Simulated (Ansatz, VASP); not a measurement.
**RbAu5 in VASP and in Ansatz**

```xyz
6
Lattice="5.6786 0.0000 0.0000 -2.8393 4.9178 0.0000 0.0000 0.0000 4.4150" Properties=species:S:1:pos:R:3 pbc="T T T"
Rb    0.0000    0.0000    0.0000
Au    0.0000    3.2785    0.0000
Au    2.8393    1.6393    0.0000
Au    2.8393    0.0000    2.2075
Au    1.4196    2.4589    2.2075
Au   -1.4196    2.4589    2.2075
```

Alike in both runs: functional LDA; k mesh 6 × 6 × 8; occupations gaussian, width 0.1 eV; no spin polarisation.

Ansatz relaxed the structure, and its values are those at the end. VASP's run is a single point on that final structure, the one shown.

|  | VASP | Ansatz |
| --- | --- | --- |
| version | VASP 6.6.1 | Ansatz 0.2.0 |
| potentials or method | VASP PAW LDA potentials, release 64 (Rb_sv, Au) | scalar-relativistic, plane waves, PAW |
| plane-wave cutoff (eV) | 520 | 420 |
| valence electrons in the cell | 64 | 104 |

```tsv
	VASP	Ansatz	Ansatz less VASP
gap on the k mesh at the Fermi level (eV)	none	none	-
pressure (GPa)	0.4	0.0	-0.37
```

A gap of «none» marks a metal or a gap that the smearing closes. The two sets of potentials don't hold the same shells in valence.

Spin-orbit coupling is left out, which matters for the levels of Au.
